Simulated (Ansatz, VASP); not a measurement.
# Cross-check of Si3N4 between VASP and Ansatz, part 3 of 3

Wanted: the spread between two codes on one cell, functional and k mesh. Of the first pair: The structure shown is frame 50 of Ansatz's trajectory.

VASP 6.6.1 and Ansatz 0.2.0.

So far. Step 6 (VASP: single point, PBEsol, pair 2): The run ends at a pressure of -1.40 GPa, with forces up to 6.0 eV/Å.

## 9. VASP: single point, PBEsol, pair 3

Level of this step: PBEsol; plane waves and PAW (Si, N) (VASP).

The same cell, functional, mesh and smearing now go to VASP, with its own data sets.

Contents of INCAR:

```
SYSTEM = Si3N4
PREC = Accurate
ENCUT = 520
EDIFF = 1E-06
NELM = 120
ISMEAR = -1
SIGMA = 0.1
LREAL = Auto
ALGO = Normal
GGA = PS
NBANDS = 128
LORBIT = 11
LWAVE = .FALSE.
LCHARG = .FALSE.
ISIF = 2
LASPH = .TRUE.
GGA_COMPAT = .FALSE.
EFERMI = MIDGAP
NCORE = 2
```

Contents of POSCAR:

```
Si3N4
1.0
    7.8404173681      0.0000000000      0.0000000000
    0.0000000000      7.8404173681      0.0000000000
    0.0000000000      0.0000000000      7.8404173681
Si N
18 24
Direct
    0.6673903638      0.8998461011      0.8292271565
    0.2920723340      0.4126545626      0.9091788951
    0.2162670583      0.7658856306      0.7862966613
    0.4959288285      0.1833838599      0.1634087753
    0.1913915968      0.4745395335      0.5563490813
    0.4558909089      0.5691680418      0.2072128209
    0.1106129890      0.5101424851      0.2008442824
    0.7280282072      0.7138128925      0.4685726317
    0.6053451975      0.0758274684      0.4774585107
    0.1621707035      0.1398242696      0.4000914559
    0.8619282218      0.9509500132      0.1910766901
    0.3834894061      0.1870073915      0.7308513987
    0.9480388162      0.1301961301      0.8710444456
    0.2657220786      0.9182817738      0.1873678315
    0.5782220241      0.4333039736      0.4829755640
    0.9109897681      0.4810565335      0.7471436436
    0.5944303449      0.6407737961      0.9378327738
    0.7883987178      0.3990315634      0.1402503143
    0.6790368102      0.9002527121      0.5947632353
    0.8204428497      0.7432494632      0.2480563098
    0.4492000661      0.9956839032      0.8449622882
    0.0840062422      0.6276030687      0.6711738359
    0.2006483745      0.0801945359      0.6198844745
    0.0743799689      0.0172045218      0.2398716690
    0.1258393468      0.3611312851      0.3645276604
    0.2531149691      0.7046744759      0.2183026642
    0.6159304758      0.3523933574      0.2899215556
    0.8242631351      0.9714059396      0.9530226070
    0.3701445808      0.6191744358      0.8413546191
    0.7100877082      0.4593324349      0.8813911357
    0.6615973049      0.3088760312      0.9893449550
    0.5342693894      0.6356736850      0.4005591606
    0.0671065041      0.4501655759      0.9681166208
    0.8990391757      0.5881831009      0.1940376294
    0.3704429068      0.3801407323      0.1098890479
    0.0742605875      0.0074285117      0.7210502623
    0.3795698443      0.0810520627      0.3228995194
    0.3937142444      0.3728954548      0.5986951688
    0.9870901005      0.2863040186      0.0321190809
    0.7082489030      0.0623262739      0.2871927468
    0.3968727497      0.0190797241      0.0282032180
    0.7780264383      0.5313470960      0.5802400289
```

Contents of KPOINTS:

```
Automatic mesh
0
Gamma
1 1 1
0 0 0
```

The projector-augmented-wave data sets are Si and N (PBE family, release 64).

Started as:

```console
$ mpirun -np 8 vasp_gam
```

Numbers of over 12 decimals in the logs are rounded to 6 here.

Log:

```text
[... set-up lines as in an earlier step ...]
 entering main loop
       N       E                     dE             d eps       ncg     rms          rms(c)
DAV:   1     0.143580961558E+04    0.14358E+04   -0.10601E+05   256   0.146E+03
DAV:   2    -0.203189612626E+03   -0.16390E+04   -0.15414E+04   320   0.331E+02
DAV:   3    -0.355020263702E+03   -0.15183E+03   -0.14935E+03   312   0.102E+02
DAV:   4    -0.359051095968E+03   -0.40308E+01   -0.39947E+01   312   0.180E+01
[...]
DAV:  16    -0.319806798728E+03   -0.11285E-04   -0.17459E-05   296   0.125E-02    0.502E-03
DAV:  17    -0.319806800918E+03   -0.21897E-05   -0.28922E-06   256   0.548E-03    0.266E-03
DAV:  18    -0.319806801569E+03   -0.65112E-06   -0.66534E-07   192   0.259E-03
   1 F= -.31980680E+03 E0= -.31976716E+03  d E =-.792861E-01
```

Parts of OUTCAR (step 9):

```text
  Total      -21.3308241    -21.7377628     -8.8105525     -2.2682859      0.2367047      0.1535788
  in kB      -70.9088873    -72.2616515    -29.2884359     -7.5403382      0.7868645      0.5105335
  external PRESSURE =     -57.4863249 kB  Pullay stress =       0.0000000 kB

 POSITION                                       TOTAL-FORCE (eV/Angst)
 -----------------------------------------------------------------------------------
      5.23262      7.05517      6.50149        -2.442657     -0.577928     -2.263693
      2.28997      3.23538      7.12834        -0.370138     -0.435653      0.337454
      1.69562      6.00486      6.16489         0.023046      1.267638      0.201837
      3.88829      1.43781      1.28119         1.218016      1.800876     -0.938152
      1.50059      3.72059      4.36201         0.857964     -2.084240     -0.920201
      3.57438      4.46252      1.62463         0.720144      1.314255     -1.073905
      0.86725      3.99973      1.57470         0.481370      2.068410     -1.545784
      5.70805      5.59659      3.67380        -0.596162      1.452107     -1.167872
      4.74616      0.59452      3.74347        -0.620887     -0.339895      0.144081
      1.27149      1.09628      3.13688         2.598612      0.625377     -0.416806
      6.75788      7.45584      1.49812         0.077581     -0.087712     -0.966346
      3.00672      1.46622      5.73018        -0.899177     -0.505771     -0.994886
      7.43302      1.02079      6.82935         0.815293      1.299209     -1.159944
      2.08337      7.19971      1.46904         1.317668      0.782836     -0.429867
[...]
-----------------------------------------------------------------------------------
    total drift:                               -0.003875     -0.006060     -0.002488

  FREE ENERGIE OF THE ION-ELECTRON SYSTEM (eV)
  ---------------------------------------------------
  free  energy   TOTEN  =      -319.8068015692 eV

  energy  without entropy=     -319.7275154513  energy(sigma->0) =     -319.76715851

[... 2 parts as in an earlier step ...]

[... 1 further part left out ...]
[key lines of the parts left out:]
E-fermi :   6.7363
```

The run ends at a pressure of -5.75 GPa, with forces up to 3.4 eV/Å.

## 10. Differences

Forces on 10 of the 42 atoms, those with the largest forces and the largest differences (eV/Å; atoms numbered as in POSCAR):

| atom | Ansatz x, y, z | VASP x, y, z |
| --- | --- | --- |
| Si1 | -2.473, -0.565, -2.280 | -2.443, -0.578, -2.264 |
| Si7 | 0.474, 2.079, -1.580 | 0.481, 2.068, -1.546 |
| Si10 | 2.620, 0.617, -0.419 | 2.599, 0.625, -0.417 |
| Si15 | 0.715, 0.800, 2.749 | 0.705, 0.771, 2.767 |
| N20 | 0.572, -0.825, 2.305 | 0.646, -0.834, 2.258 |
| N23 | -0.561, 1.160, -0.689 | -0.653, 1.146, -0.668 |
| N26 | -0.054, -3.174, -0.512 | -0.088, -3.152, -0.528 |
| N28 | 1.820, 0.327, 2.471 | 1.800, 0.342, 2.473 |
| N36 | 0.652, -0.320, 0.993 | 0.736, -0.312, 0.968 |
| N37 | -1.824, -0.704, 2.441 | -1.766, -0.678, 2.464 |

The forces differ by 27 meV/Å r.m.s., which is 2.4 % of the r.m.s. force of 1.135 eV/Å (both taken over all components).

## 11. Outcome

| Quantity | Value |
| --- | --- |
| r.m.s. force difference (single point, PBEsol, pair 1) | 2.0 % of the r.m.s. force |
| r.m.s. force difference (single point, PBEsol, pair 2) | 1.8 % of the r.m.s. force |
| r.m.s. force difference (single point, PBEsol, pair 3) | 2.4 % of the r.m.s. force |

What this shows: The r.m.s. force difference is 2.4 % of the r.m.s. force (single point, PBEsol, pair 3), within the 3 % picked in this series as the mark of a large difference. 6 further runs of this series are not shown here. How closely two codes agree says nothing of how well the functional describes the real material.

[Lines on the potential files, build, host, timing and source positions are cut from VASP's logs without a mark.]

[Logs are printed without paths, hosts, clocks, repeated set-up lines and the standing remarks that a program may print on its own settings, such as how far it seeks lower states.]

[Hosts, paths, dates, database ids (printed as entryN), source tags and the programs' standing remarks are cut or masked in the printed files.]
